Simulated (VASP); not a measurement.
Energy against volume of Ba (bcc). These are r2SCAN+rVV10, VASP's PBE PAW potentials (set 64) (plane waves; VASP 6.6.1) values and carry that method's errors.

```
V (Å³/atom)  E (eV/atom)
-----------  -----------
59.989         -26.18532
61.904         -26.18998
63.819         -26.19107
65.733         -26.18913
67.648         -26.18455
```

Problem. Fit a third-order Birch-Murnaghan equation of state.

Solution. 
```json
{
  "volume_per_atom": "63.51 Å^3/atom",
  "bulk_modulus": "8.7 GPa",
  "pressure_derivative_of_the_bulk_modulus": "4.03",
  "lattice_constant_a": "5.027 Å"
}
```

Measured: bulk modulus 9.3 GPa at 0 K (computed value off by -7.2 %), as given by H. Levämäki et al., Physical Review B (2014), arXiv:1402.3671 [corrected for temperature and zero-point phonon effects]; a 4.995 Å at 0 K (computed value off by +0.6 %), as given by Gábor I. Csonka et al., Physical Review B (2009), arXiv:0903.4037 [low-temperature or extrapolated to 0 K; zero-point anharmonic expansion removed].

The compound is Ba in the bcc structure. It was relaxed first.
